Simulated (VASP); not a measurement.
Data:

```xyz
4
Lattice="2.8911 0.0000 0.0000 -1.4455 2.5037 0.0000 0.0000 0.0000 5.2754" Properties=species:S:1:pos:R:3 pbc="T T T"
Ru     2.8911     0.0000     0.0000
Ru     2.8911     0.0000     2.6377
N      0.0000     1.6692     1.3188
N      1.4455     0.8346     3.9565
```

Method: PBEsol GGA, VASP's PBE PAW potentials (set 64) (plane waves; VASP). Settings: 520 eV cut-off, 14×14×7 Γ-centred mesh, tetrahedra with Blöchl corrections, potentials Ru_pv N.

What does the run give for the energy per atom (σ→0), band gap (on the k-mesh) with the smallest direct gap where there is one?

```json
{
  "band gap (on the k-mesh)": "none (metal, semimetal or under 0.01 eV)",
  "energy per atom (σ→0)": "-8.879 eV/atom"
}
```

Only differences to runs with the same potentials and settings are physical.

The structure was generated: RuN was put into the NiAs type type (P6_3/mmc), which need not be its known phase. It was relaxed first, which changed the volume by -23 %.
